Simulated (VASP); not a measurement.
Input:

```yaml
crystal:
  lattice:
    - [0.00000, 2.57882, 2.57882]
    - [2.57882, 0.00000, 2.57882]
    - [2.57882, 2.57882, 0.00000]
  atoms:
    - { symbol: Hf, position: [0.00000, 0.00000, 0.00000] }
    - { symbol: O, position: [0.25000, 0.25000, 0.25000] }
    - { symbol: O, position: [0.75000, 0.75000, 0.75000] }
```

The numbers are results of RPBE GGA, VASP's PBE PAW potentials (set 64) (plane waves; VASP), not measurements. Settings: 520 eV cut-off, 8×8×8 Γ-centred mesh, Gaussian smearing of 0.050 eV, potentials Hf_pv O.

Unless said otherwise, spin-orbit coupling is left out, though it shifts the bands of the heavy elements here.

Predict the energy per atom (σ→0), pressure, band gap (on the k-mesh) with the smallest direct gap where there is one.

- band gap (on the k-mesh): 3.77 eV
- smallest direct gap (on the k-mesh): 3.77 eV
- energy per atom (σ→0): -9.629 eV/atom
- pressure: -6.60 GPa

Only differences to runs with the same potentials and settings are physical.

The compound is HfO2 in the fluorite structure, the high-temperature cubic form, which is unstable at 0 K; the monoclinic form is the stable one. This cell is one point of a volume scan, at 1.03 of the reference volume.
